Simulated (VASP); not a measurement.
Here is the system:

```xyz
2
Lattice="0.0000 1.9823 1.9823 1.9823 0.0000 1.9823 1.9823 1.9823 0.0000" Properties=species:S:1:pos:R:3 pbc="T T T"
Li     0.0000     0.0000     0.0000
F      1.9823     1.9823     1.9823
```

Calculation: r2SCAN+rVV10, VASP's PBE PAW potentials (set 64) (plane waves; VASP). Run with 520 eV cut-off, 13×13×13 Γ-centred mesh, tetrahedra with Blöchl corrections, potentials Li_sv F.

**Question.** The job: LiF (rock salt), 2 atoms, r2SCAN+rVV10, static run, 520 eV, 13×13×13 Γ-centred mesh. Roughly how much core time does it take on a busy server core?

**Answer.** About 50 core-seconds (one run on a shared machine, a rough figure). It had 84 irreducible k-points, 9 bands, up to 440 plane waves and 20 electronic steps.

The compound is LiF in the rock salt structure. It was relaxed first.
